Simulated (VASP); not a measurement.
BPd2, 6 atoms in the cell. The structure is orthorhombic, space group Pnnm (No. 58). Conventional cell: a = 4.700 Å, b = 5.083 Å, c = 3.116 Å, α = 90.00°, β = 90.00°, γ = 90.00°. B (site symmetry 2/m) has 6 Pd at 2.10 to 2.12 Å as nearest neighbours. Pd (site symmetry m) has 3 B at 2.10 to 2.12 Å as nearest neighbours.  The cell isn't the ideal one: relaxed again under DFT PBEsol, scalar-relativistic, plane waves, PAW.

```yaml
Program: VASP 6.6.1
Task: single point
Functional: PBEsol
Potentials_or_basis: VASP PAW PBE potentials, release 64 (B, Pd)
Cutoff: 520 eV
k_mesh: 8 × 8 × 12
Occupations: gaussian, width 0.1 eV
Spin: no spin polarisation
Dipole_correction: no
Further_INCAR_settings: ALGO = Fast; EDIFF = 1e-07; NBANDS = 32
```

Potentials or basis: VASP PAW PBE potentials, release 64 (B, Pd).

Launch:

```bash
$ cat potpaw_PBE.64/B/POTCAR potpaw_PBE.64/Pd/POTCAR > POTCAR
$ mpirun -np 1 vasp_std > vasp.out
```

Hardware: 1 thread of Intel(R) Xeon(R) 6975P-C (Granite Rapids) (shared host).

Question: Estimate the wall time of this run.

Answer: Run time: 4.1 min on 1 thread of Intel(R) Xeon(R) 6975P-C (Granite Rapids), on a shared host, peak memory 0.42 GiB. Counts: scf iterations 18, k points 175.
